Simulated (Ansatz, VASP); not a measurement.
# EuSiF: VASP beside Ansatz

```
Eu Si F
1.0
     4.30023    0.00000    0.00000
     0.00000    4.30023    0.00000
     0.00000    0.00000    4.35680
Eu Si F
1 1 1
Direct
  0.00000 0.00000 0.50000
  0.50000 0.50000 0.50000
  0.50000 0.50000 0.00000
```

Alike in both runs: functional PBE; k mesh 4 × 4 × 4; occupations gaussian, width 0.1 eV; collinear spin.

Ansatz relaxed the structure, and its values are those at the end. VASP's run is a single point on that final structure, the one shown.

|  | VASP | Ansatz |
| --- | --- | --- |
| version | VASP 6.6.1 | Ansatz 0.2.0 |
| potentials or method | VASP PAW PBE potentials, release 64 (Eu, Si, F) | scalar-relativistic, plane waves, PAW |
| plane-wave cutoff (eV) | 520 | 420 |
| valence electrons in the cell | 28 | 28 |

```tsv
	VASP	Ansatz	Ansatz less VASP
gap on the k mesh at the Fermi level (eV)	none	none	-
pressure (GPa)	-0.2	0.0	+0.21
net moment per atom (μB)	2.42	2.43	+0.013
size of the moment on the site where the two differ most (μB)	6.61	6.80	+0.186
```

Site moments also hang on the region over which each program counts them. A gap of «none» marks a metal or a gap that the smearing closes.

Caveats: the k mesh is coarse (spacing up to 0.37 Å⁻¹), so the values aren't converged; spin-orbit coupling is left out, which moves the levels of the heavy elements; a cell with one magnetic atom can't hold antiferromagnetic order, which such compounds often take; without U or exact exchange the open f shell lies at the Fermi level, which spoils levels, moments and volumes. The state reached can hang on the start; a lower one may exist.
